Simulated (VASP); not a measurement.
An input for Quantum ESPRESSO's pw.x (written as the equivalent of a VASP run, and not itself run):

```
&CONTROL
  calculation = 'vc-relax'
  pseudo_dir = './pseudo'
  outdir = './out'
  tprnfor = .true.
  tstress = .true.
  nstep = 40
  forc_conv_thr = 0.00078
/
&SYSTEM
  ibrav = 0
  nat = 2
  ntyp = 2
  ecutwfc = 84
  occupations = 'smearing'
  smearing = 'methfessel-paxton'
  degauss = 0.00735
  input_dft = 'pbesol'
/
&ELECTRONS
  conv_thr = 7.3e-08
  electron_maxstep = 100
/
&IONS
/
&CELL
/
ATOMIC_SPECIES
  In 114.818 In.upf
  As 74.922 As.upf
CELL_PARAMETERS angstrom
     3.5070502    0.0000000    0.0000000
     0.0000000    3.5070502    0.0000000
     0.0000000    0.0000000    3.5070502
ATOMIC_POSITIONS crystal
  In   0.0000000  0.0000000  0.0000000
  As   0.5000000  0.5000000  0.5000000
K_POINTS automatic
  10 10 10 0 0 0
```

Problem. Translate this input to VASP (INCAR, KPOINTS, POSCAR, choice of POTCAR).

Solution. Several could match; the one computed here: 
POSCAR:
```
InAs
1
    3.5070501924     0.0000000000     0.0000000000
    0.0000000000     3.5070501924     0.0000000000
    0.0000000000     0.0000000000     3.5070501924
In As
1 1
Direct
  0.0000000000   0.0000000000   0.0000000000
  0.5000000000   0.5000000000   0.5000000000
```

INCAR:
```
# general
SYSTEM =InAs
PREC   =Accurate
ENCUT  =500
LREAL  =.FALSE.
LASPH  =.TRUE.

# electronic loop
EDIFF  =1E-6
NELM   =100
ALGO   =Normal
LMAXMIX=4

# smearing
ISMEAR =1
SIGMA  =0.1

# functional
GGA    =PS

# ions
IBRION =2
NSW    =40
ISIF   =3
EDIFFG =-0.02

# output
LWAVE  =.FALSE.
LCHARG =.FALSE.
```

**KPOINTS**
```
Automatic mesh
0
Gamma
10 10 10
0 0 0
```

POTCAR, in this order: In_d As (PBE.64 set). Program: vasp_std.

The two are equivalent in intent, not identical: the potentials are each code's own (VASP's PAW set, PseudoDojo norm-conserving files in pw.x), so ENCUT and ecutwfc are chosen apart and not converted; conv_thr bounds pw.x's estimated SCF error, while EDIFF bounds the energy change between steps; forc_conv_thr acts on force components and is met together with etot_conv_thr.

The structure was generated: InAs was put into the CsCl type type (Pm-3m), which need not be its known phase. It was relaxed first, which changed the volume by +10 %.
